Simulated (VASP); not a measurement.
HfIn4SiO6, 12 atoms in the cell. Symmetry: P312, No. 149, trigonal system. The conventional cell has a = 5.264 Å, b = 5.264 Å, c = 10.437 Å, α = 90.00°, β = 90.00°, γ = 120.00°. Hf (site symmetry 32) is surrounded by 6 O at 2.09 Å. In (site symmetry 3) has 3 O at 2.63 Å as nearest neighbours. Around In (site symmetry 3) lie 3 O at 2.32 Å. Around Si (site symmetry 32) lie 6 O at 1.83 Å. O (site symmetry 1) has 1 Si at 1.83 Å and 1 Hf at 2.09 Å as nearest neighbours. The cell was built by a generator and needn't be a form met in nature.

- Program: VASP 6.6.1
- Task: single point
- Functional: PBEsol
- Potentials or basis: VASP PAW PBE potentials, release 64 (Hf_pv, In_d, Si, O)
- Cutoff: 520 eV
- k mesh: 6 × 6 × 4
- Occupations: gaussian, width 0.1 eV
- Spin: no spin polarisation
- Further INCAR settings: ALGO = Fast; EDIFF = 1e-06

Potentials or basis: VASP PAW PBE potentials, release 64 (Hf_pv, In_d, Si, O).

Launch:

```console
$ cat potpaw_PBE.64/Hf_pv/POTCAR potpaw_PBE.64/In_d/POTCAR potpaw_PBE.64/Si/POTCAR potpaw_PBE.64/O/POTCAR > POTCAR
$ mpirun -np 4 vasp_std > vasp.out
```

Hardware: 4 MPI ranks on Intel(R) Xeon(R) Platinum 8259CL CPU @ 2.50GHz (Skylake/Cascade Lake) (shared host).

**Question.** Estimate the wall time of this run.

**Answer.** Run time: 4.9 min on 4 MPI ranks on Intel(R) Xeon(R) Platinum 8259CL CPU @ 2.50GHz (Skylake/Cascade Lake) (shared host), peak memory 0.58 GiB a rank. Counts: scf iterations 19, k points 24.
